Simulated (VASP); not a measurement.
Calculation: LDA (Ceperley-Alder, Perdew-Zunger), VASP's LDA PAW potentials (set 64) (plane waves; VASP).

A VASP calculation is set up with these files.

INCAR:
```
# general
SYSTEM  = Y
PREC    = Accurate
ENCUT   = 400
LREAL   = .FALSE.
LASPH   = .TRUE.

# electronic loop
EDIFF   = 1E-8
NELM    = 100
ALGO    = Normal
LMAXMIX = 4

# smearing
ISMEAR  = 1
SIGMA   = 0.1

# ions
IBRION  = 1
NSW     = 30
ISIF    = 2
EDIFFG  = -0.001

# output
LWAVE   = .FALSE.
LCHARG  = .FALSE.
```

### POSCAR
```
Y
1
    1.7752141097    -3.0747612858    -0.0000000000
    1.7752141097     3.0747612858     0.0000000000
    0.0000000000     0.0000000000     5.4691249284
Y
2
Direct
  0.3333330000   0.6666670000   0.2500000000
  0.6666670000   0.3333330000   0.7500000000
```

**KPOINTS**
```
Regular mesh
0
Gamma
11 11 6
```

POTCAR, in this order: Y_sv (LDA.64 set). Program: vasp_std.

The run wrote:

**OSZICAR**
```
       N       E                     dE             d eps       ncg     rms          rms(c)
DAV:   1     0.759051532749E+02    0.75905E+02   -0.10304E+04  1944   0.117E+03
DAV:   2    -0.754299141271E+01   -0.83448E+02   -0.82436E+02  2452   0.256E+02
DAV:   3    -0.141560595900E+02   -0.66131E+01   -0.65797E+01  3597   0.442E+01
DAV:   4    -0.142686441082E+02   -0.11258E+00   -0.11252E+00  2131   0.657E+00
DAV:   5    -0.142717778534E+02   -0.31337E-02   -0.31337E-02  2711   0.815E-01    0.351E+01
DAV:   6    -0.139593098462E+02    0.31247E+00   -0.39735E-01  1920   0.451E+00    0.218E+01
DAV:   7    -0.139122045551E+02    0.47105E-01   -0.78806E-01  2651   0.561E+00    0.179E+00
DAV:   8    -0.138991445767E+02    0.13060E-01   -0.13429E-01  2319   0.249E+00    0.474E-01
DAV:   9    -0.138992755018E+02   -0.13093E-03   -0.55470E-03  2554   0.590E-01    0.224E-01
DAV:  10    -0.138992264715E+02    0.49030E-04   -0.37865E-04  2666   0.159E-01    0.353E-02
DAV:  11    -0.138992288824E+02   -0.24109E-05   -0.24293E-05  2662   0.357E-02    0.259E-02
DAV:  12    -0.138992287201E+02    0.16233E-06   -0.51661E-06  2128   0.228E-02    0.637E-03
DAV:  13    -0.138992286322E+02    0.87903E-07   -0.31930E-07  2390   0.563E-03    0.167E-03
DAV:  14    -0.138992286341E+02   -0.19372E-08   -0.14394E-08  1654   0.103E-03
   1 F= -.13899229E+02 E0= -.13900136E+02  d E =-.138992E+02
```

OUTCAR:
```
------------------------ aborting loop because EDIFF is reached ----------------------------------------
  FORCE on cell =-STRESS in cart. coord.  units (eV):
  Direction    XX          YY          ZZ          XY          YZ          ZX
  --------------------------------------------------------------------------------------
  Total        0.0018366      0.0018366     -0.0071711      0.0000000      0.0000000     -0.0000000
  in kB        0.0492847      0.0492847     -0.1924362      0.0000000      0.0000000     -0.0000000
  external PRESSURE =      -0.0312890 kB  Pullay stress =       0.0000000 kB
  volume of cell :       59.70
      direct lattice vectors                 reciprocal lattice vectors
     1.775214110 -3.074761286  0.000000000     0.281656166 -0.162614250  0.000000000
     1.775214110  3.074761286  0.000000000     0.281656166  0.162614250  0.000000000
     0.000000000  0.000000000  5.469124928     0.000000000  0.000000000  0.182844607
 POSITION                                       TOTAL-FORCE (eV/Angst)
 -----------------------------------------------------------------------------------
      1.77521      1.02492      1.36728         0.000000      0.000000      0.000000
      1.77521     -1.02492      4.10184         0.000000     -0.000000      0.000000
 -----------------------------------------------------------------------------------
    total drift:                               -0.000057      0.000504     -0.000009
  FREE ENERGIE OF THE ION-ELECTRON SYSTEM (eV)
  ---------------------------------------------------
  free  energy   TOTEN  =       -13.8992286341 eV

  energy  without entropy=      -13.9019522079  energy(sigma->0) =      -13.90013649

 reached required accuracy - stopping structural energy minimisation
```
(Selected blocks of OUTCAR.)

The compound is Y in the hcp structure. It was relaxed first, which changed the volume by -10 %. The start is the result of an earlier pass.
